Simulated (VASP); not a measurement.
All values below come from PBE GGA, VASP's PBE PAW potentials (set 64) (plane waves; VASP).

A VASP calculation is set up with these files.

### POSCAR
```
Tb
11.5160290
  0.3107996689   0.0000000000   0.0000000000
 -0.1553998344   0.2691604024   0.0000000000
  0.0000000000   0.0000000000   1.0000000000
Tb
4
Cart
  0.0053889555  -0.0005593153  -0.0000760000
 -0.0019679835   0.0027136752   0.5019760000
 -0.0010310779   0.1769371663   0.2488840000
  0.1530096296   0.0900688763   0.7492160000
```

### INCAR
```
ALGO=Normal
EDIFF=1E-6
ENCUT=300
GGA=PE
ISIF=2
ISMEAR=-1
ISPIN=2
LASPH=.TRUE.
LCHARG=.FALSE.
LMAXMIX=6
LORBIT=11
LREAL=.FALSE.
LWAVE=.FALSE.
MAGMOM=4*6.0
NBANDS=42
NELM=100
PREC=Accurate
SIGMA=0.1
SYSTEM=Tb
```

KPOINTS:
```
Automatic
0
Gamma
  5 5 2
0 0 0
```

POTCAR, in this order: Tb (PBE.64 set). Program: vasp_std.

What VASP printed:

### OSZICAR
```
...
DAV:  12    -0.769302527873E+02   -0.70806E+01   -0.39634E+02  7032   0.537E+01    0.869E+02
DAV:  13    -0.506081882739E+02    0.26322E+02   -0.84924E+01  7532   0.472E+01    0.490E+02
DAV:  14    -0.453546608971E+02    0.52535E+01   -0.49094E+01  8248   0.298E+01    0.192E+02
DAV:  15    -0.529565031236E+02   -0.76018E+01   -0.36981E+02  7324   0.958E+01    0.730E+02
DAV:  16    -0.549404146879E+02   -0.19839E+01   -0.61758E+01  7960   0.508E+01    0.372E+02
DAV:  17    -0.564449929082E+02   -0.15046E+01   -0.74011E+01  6648   0.108E+02    0.351E+02
DAV:  18    -0.561596732609E+02    0.28532E+00   -0.25034E+01  8444   0.338E+01    0.124E+02
DAV:  19    -0.406646087768E+02    0.15495E+02   -0.12837E+02  6444   0.811E+01    0.238E+02
DAV:  20    -0.260010945624E+02    0.14664E+02   -0.12360E+02  7978   0.780E+01    0.420E+02
DAV:  21    -0.313705861901E+02   -0.53695E+01   -0.48453E+01  8340   0.286E+01    0.172E+02
DAV:  22    -0.317600673317E+02   -0.38948E+00   -0.16198E+01  7880   0.161E+01    0.996E+01
DAV:  23    -0.330307196155E+02   -0.12707E+01   -0.72150E+00  7328   0.176E+01    0.998E+01
DAV:  24    -0.316205861034E+02    0.14101E+01   -0.31649E+00  8352   0.854E+00    0.968E+01
DAV:  25    -0.312143081497E+02    0.40628E+00   -0.14538E+00  8712   0.305E+00    0.967E+01
DAV:  26    -0.301537091149E+02    0.10606E+01   -0.28655E+00  8240   0.917E+00    0.960E+01
DAV:  27    -0.284102785685E+02    0.17434E+01   -0.37123E+01  8096   0.271E+01    0.285E+02
DAV:  28    -0.295638288866E+02   -0.11536E+01   -0.16722E+01  8718   0.172E+01    0.975E+01
DAV:  29    -0.226647172148E+02    0.68991E+01   -0.82455E+01  7088   0.524E+01    0.486E+02
DAV:  30    -0.228371811008E+02   -0.17246E+00   -0.40906E+01  8682   0.478E+01    0.178E+02
DAV:  31    -0.249036965601E+02   -0.20665E+01   -0.18081E+01  8676   0.197E+01    0.985E+01
DAV:  32    -0.267220893289E+02   -0.18184E+01   -0.11098E+01  8296   0.235E+01    0.118E+02
DAV:  33    -0.269410702878E+02   -0.21898E+00   -0.73546E+00  7776   0.162E+01    0.469E+01
DAV:  34    -0.278504176854E+02   -0.90935E+00   -0.64023E+00  8360   0.165E+01    0.474E+01
DAV:  35    -0.285405940859E+02   -0.69018E+00   -0.37948E+00  8696   0.813E+00    0.417E+01
DAV:  36    -0.286779315094E+02   -0.13734E+00   -0.20741E+00  8200   0.106E+01    0.400E+01
DAV:  37    -0.286383519455E+02    0.39580E-01   -0.66092E-01  8416   0.305E+00    0.413E+01
DAV:  38    -0.288374060422E+02   -0.19905E+00   -0.20617E-01  8568   0.283E+00    0.414E+01
DAV:  39    -0.290810248137E+02   -0.24362E+00   -0.30958E-01  8296   0.483E+00    0.416E+01
DAV:  40    -0.292559906494E+02   -0.17497E+00   -0.20556E+00  7352   0.200E+01    0.438E+01
DAV:  41    -0.299978057485E+02   -0.74182E+00   -0.15580E+00  8456   0.105E+01    0.479E+01
DAV:  42    -0.300435331917E+02   -0.45727E-01   -0.79436E-01  8440   0.327E+00    0.471E+01
DAV:  43    -0.299712572780E+02    0.72276E-01   -0.19088E-01  8352   0.238E+00    0.469E+01
DAV:  44    -0.299518333309E+02    0.19424E-01   -0.73466E-02  8232   0.191E+00    0.470E+01
DAV:  45    -0.301095769462E+02   -0.15774E+00   -0.11176E-01  8048   0.434E+00    0.479E+01
DAV:  46    -0.302499995758E+02   -0.14042E+00   -0.21224E-01  7744   0.524E+00    0.503E+01
DAV:  47    -0.301359196782E+02    0.11408E+00   -0.41361E-01  6724   0.147E+01    0.489E+01
DAV:  48    -0.300592497318E+02    0.76670E-01   -0.19611E+00  8056   0.175E+01    0.535E+01
DAV:  49    -0.302837284070E+02   -0.22448E+00   -0.14649E+00  8632   0.391E+00    0.505E+01
DAV:  50    -0.304485637976E+02   -0.16484E+00   -0.90909E-01  8312   0.518E+00    0.527E+01
DAV:  51    -0.300865202500E+02    0.36204E+00   -0.11196E+01  7000   0.372E+01    0.152E+02
DAV:  52    -0.310630377996E+02   -0.97652E+00   -0.80062E+00  8712   0.114E+01    0.839E+01
DAV:  53    -0.318121522440E+02   -0.74911E+00   -0.35284E+00  7672   0.155E+01    0.658E+01
DAV:  54    -0.318851051799E+02   -0.72953E-01   -0.20947E+00  8304   0.102E+01    0.662E+01
DAV:  55    -0.318530456559E+02    0.32060E-01   -0.18301E+00  7184   0.145E+01    0.687E+01
DAV:  56    -0.348928809026E+02   -0.30398E+01   -0.16659E+01  7856   0.512E+01    0.109E+02
DAV:  57    -0.352394156488E+02   -0.34653E+00   -0.68332E+00  8504   0.174E+01    0.646E+01
DAV:  58    -0.357039430058E+02   -0.46453E+00   -0.60698E+00  7680   0.265E+01    0.723E+01
DAV:  59    -0.357910630554E+02   -0.87120E-01   -0.27550E+00  8478   0.871E+00    0.633E+01
DAV:  60    -0.357405172413E+02    0.50546E-01   -0.22018E+00  7656   0.167E+01    0.641E+01
DAV:  61    -0.369821447326E+02   -0.12416E+01   -0.21758E+00  7640   0.199E+01    0.646E+01
DAV:  62    -0.378536040224E+02   -0.87146E+00   -0.18482E+00  7744   0.139E+01    0.660E+01
DAV:  63    -0.378431705476E+02    0.10433E-01   -0.95127E-01  8640   0.709E+00    0.666E+01
DAV:  64    -0.380077157237E+02   -0.16455E+00   -0.47208E-01  8680   0.414E+00    0.672E+01
DAV:  65    -0.381459700254E+02   -0.13825E+00   -0.30192E-01  8616   0.314E+00    0.676E+01
DAV:  66    -0.349937758182E+02    0.31522E+01   -0.12270E+01  6872   0.361E+01    0.879E+01
DAV:  67    -0.352790240324E+02   -0.28525E+00   -0.31383E+00  8472   0.127E+01    0.573E+01
DAV:  68    -0.336262974222E+02    0.16527E+01   -0.32732E+00  7544   0.216E+01    0.577E+01
DAV:  69    -0.323281291792E+02    0.12982E+01   -0.39291E+00  7986   0.141E+01    0.545E+01
DAV:  70    -0.322700489868E+02    0.58080E-01   -0.27068E+00  8280   0.961E+00    0.512E+01
DAV:  71    -0.312410303322E+02    0.10290E+01   -0.23262E+01  7320   0.361E+01    0.229E+02
DAV:  72    -0.326978500335E+02   -0.14568E+01   -0.15040E+01  8668   0.129E+01    0.843E+01
DAV:  73    -0.324282836235E+02    0.26957E+00   -0.45115E+00  7004   0.221E+01    0.445E+01
DAV:  74    -0.322762642493E+02    0.15202E+00   -0.10176E+01  7230   0.285E+01    0.376E+01
DAV:  75    -0.325469372862E+02   -0.27067E+00   -0.23108E+00  8362   0.125E+01    0.349E+01
DAV:  76    -0.335506789755E+02   -0.10037E+01   -0.49693E+00  7672   0.217E+01    0.614E+01
DAV:  77    -0.337948750106E+02   -0.24420E+00   -0.35848E+00  8426   0.734E+00    0.485E+01
DAV:  78    -0.333985225137E+02    0.39635E+00   -0.45138E+00  7528   0.157E+01    0.360E+01
DAV:  79    -0.338283921869E+02   -0.42987E+00   -0.25389E+00  7496   0.128E+01    0.507E+01
DAV:  80    -0.339960136958E+02   -0.16762E+00   -0.17419E+00  8208   0.417E+00    0.401E+01
DAV:  81    -0.346288492293E+02   -0.63284E+00   -0.69016E+00  7056   0.280E+01    0.514E+01
DAV:  82    -0.351007426545E+02   -0.47189E+00   -0.23732E+00  8184   0.961E+00    0.386E+01
DAV:  83    -0.348450318841E+02    0.25571E+00   -0.11430E+00  6700   0.165E+01    0.359E+01
DAV:  84    -0.343756157780E+02    0.46942E+00   -0.15313E+00  7848   0.153E+01    0.326E+01
DAV:  85    -0.345561852793E+02   -0.18057E+00   -0.95085E-01  8320   0.866E+00    0.319E+01
DAV:  86    -0.349655712045E+02   -0.40939E+00   -0.31627E+00  7228   0.200E+01    0.347E+01
DAV:  87    -0.357310214712E+02   -0.76545E+00   -0.15489E+00  8166   0.131E+01    0.377E+01
DAV:  88    -0.358594788424E+02   -0.12846E+00   -0.10384E+00  8624   0.544E+00    0.366E+01
DAV:  89    -0.364057060944E+02   -0.54623E+00   -0.19340E+00  7176   0.123E+01    0.372E+01
DAV:  90    -0.367484778359E+02   -0.34277E+00   -0.76327E-01  7950   0.907E+00    0.362E+01
DAV:  91    -0.405230235425E+02   -0.37745E+01   -0.94680E+00  7086   0.365E+01    0.641E+01
DAV:  92    -0.401177981238E+02    0.40523E+00   -0.32473E+00  7856   0.164E+01    0.468E+01
DAV:  93    -0.385898898677E+02    0.15279E+01   -0.32747E+00  7396   0.199E+01    0.343E+01
DAV:  94    -0.378756632082E+02    0.71423E+00   -0.17909E+00  7360   0.130E+01    0.277E+01
DAV:  95    -0.373769640360E+02    0.49870E+00   -0.10161E+00  7592   0.971E+00    0.235E+01
DAV:  96    -0.374969618490E+02   -0.12000E+00   -0.28604E+00  7000   0.178E+01    0.269E+01
DAV:  97    -0.372994978761E+02    0.19746E+00   -0.11086E+00  8412   0.125E+01    0.237E+01
DAV:  98    -0.369464343871E+02    0.35306E+00   -0.15433E+00  7176   0.136E+01    0.225E+01
DAV:  99    -0.370269715248E+02   -0.80537E-01   -0.15057E+00  7952   0.955E+00    0.191E+01
DAV: 100    -0.371248920256E+02   -0.97921E-01   -0.67229E-01  8016   0.511E+00
   1 F= -.37124892E+02 E0= -.36941777E+02  d E =-.366230E+00  mag=     7.9668
```

**OUTCAR**
```
------------------------ aborting loop EDIFF was not reached (unconverged)  ----------------------------
  FORCE on cell =-STRESS in cart. coord.  units (eV):
  Direction    XX          YY          ZZ          XY          YZ          ZX
  --------------------------------------------------------------------------------------
  Total      -18.7086803    -24.6194829    -35.0721790     -1.3760433     -0.7923818     -0.9730985
  in kB     -234.6139170   -308.7376137   -439.8183710    -17.2561029     -9.9367673    -12.2030224
  external PRESSURE =    -327.7233005 kB  Pullay stress =       0.0000000 kB
  volume of cell :      127.76
      direct lattice vectors                 reciprocal lattice vectors
     3.579178000  0.000000000  0.000000000     0.279393760  0.161308066  0.000000000
    -1.789589000  3.099659000  0.000000000     0.000000000  0.322616133  0.000000000
     0.000000000  0.000000000 11.516029000     0.000000000  0.000000000  0.086835488
 POSITION                                       TOTAL-FORCE (eV/Angst)
 -----------------------------------------------------------------------------------
     -1.72753      3.09322     11.51515        -0.079668     -0.011781     -0.291114
      3.55651      0.03125      5.78077         0.000359     -0.049827      0.217919
     -0.01187      2.03761      2.86616         0.037092      0.039839      0.387606
      1.76206      1.03724      8.62799         0.042217      0.021769     -0.314410
 -----------------------------------------------------------------------------------
    total drift:                               -0.029628      0.009001     -0.099364
  FREE ENERGIE OF THE ION-ELECTRON SYSTEM (eV)
  ---------------------------------------------------
  free  energy   TOTEN  =       -37.1248920256 eV

  energy  without entropy=      -36.7586621983  energy(sigma->0) =      -36.94177711

 total charge

# of ion       s       p       d       f       tot
--------------------------------------------------
    1        2.086   5.595   0.490   7.876  16.047
    2        2.085   5.591   0.492   8.791  16.959
    3        2.084   5.594   0.471   7.633  15.781
    4        2.088   5.586   0.589   7.924  16.187
--------------------------------------------------
tot          8.342  22.366   2.041  32.224  64.973

 magnetization (x)

# of ion       s       p       d       f       tot
--------------------------------------------------
    1       -0.002  -0.079  -0.160   5.902   5.661
    2       -0.001  -0.074  -0.137   4.993   4.780
    3       -0.003  -0.085  -0.207   6.132   5.837
    4       -0.008   0.009  -0.311  -5.898  -6.208
--------------------------------------------------
tot         -0.014  -0.229  -0.815  11.129  10.070
```
(Selected blocks of OUTCAR.)

### stdout
```
...
 -----------------------------------------------------------------------------
|                                                                             |
|           W    W    AA    RRRRR   N    N  II  N    N   GGGG   !!!           |
|           W    W   A  A   R    R  NN   N  II  NN   N  G    G  !!!           |
|           W    W  A    A  R    R  N N  N  II  N N  N  G       !!!           |
|           W WW W  AAAAAA  RRRRR   N  N N  II  N  N N  G  GGG   !            |
|           WW  WW  A    A  R   R   N   NN  II  N   NN  G    G                |
|           W    W  A    A  R    R  N    N  II  N    N   GGGG   !!!           |
|                                                                             |
|     The electronic self-consistency was not achieved in the given           |
|     number of steps (NELM). The forces and other quantities evaluated       |
|     might not be reliable so examine the results carefully. If you find     |
|     spurious results, we suggest increasing NELM, if you were close to      |
|     convergence or switching to a different ALGO or adjusting the           |
|     density mixing parameters otherwise.                                    |
|                                                                             |
 -----------------------------------------------------------------------------

 -----------------------------------------------------------------------------
|                                                                             |
|           W    W    AA    RRRRR   N    N  II  N    N   GGGG   !!!           |
|           W    W   A  A   R    R  NN   N  II  NN   N  G    G  !!!           |
|           W    W  A    A  R    R  N N  N  II  N N  N  G       !!!           |
|           W WW W  AAAAAA  RRRRR   N  N N  II  N  N N  G  GGG   !            |
|           WW  WW  A    A  R   R   N   NN  II  N   NN  G    G                |
|           W    W  A    A  R    R  N    N  II  N    N   GGGG   !!!           |
|                                                                             |
|     Your highest band is occupied at some k-points! Unless you are          |
|     performing a calculation for an insulator or semiconductor, without     |
|     unoccupied bands, you have included TOO FEW BANDS!! Please increase     |
|     the parameter NBANDS in file INCAR to ensure that the highest band      |
|     is unoccupied at all k-points. It is always recommended to include      |
|     a few unoccupied bands to accelerate the convergence of                 |
|     molecular-dynamics runs (even for insulators or semiconductors),        |
|     since the presence of unoccupied bands improves wavefunction            |
|     prediction and helps to suppress 'band-crossings'.                      |
|                                                                             |
 -----------------------------------------------------------------------------

   1 F= -.37124892E+02 E0= -.36941777E+02  d E =-.366230E+00  mag=     7.9668
```

The run did not converge; its last values are not results.

At this cut-off the stress carries a Pulay error, which pulls relaxed volumes low.

The structure was generated: Tb was put into an ordered model structure, which need not be its known phase. The cell was not relaxed at this level, atoms are displaced from their ideal sites. The run is one of a series of settings (NBANDS = 42 against the base run), some of them coarse on purpose. VASP warned that the highest band is occupied, so more bands are needed.
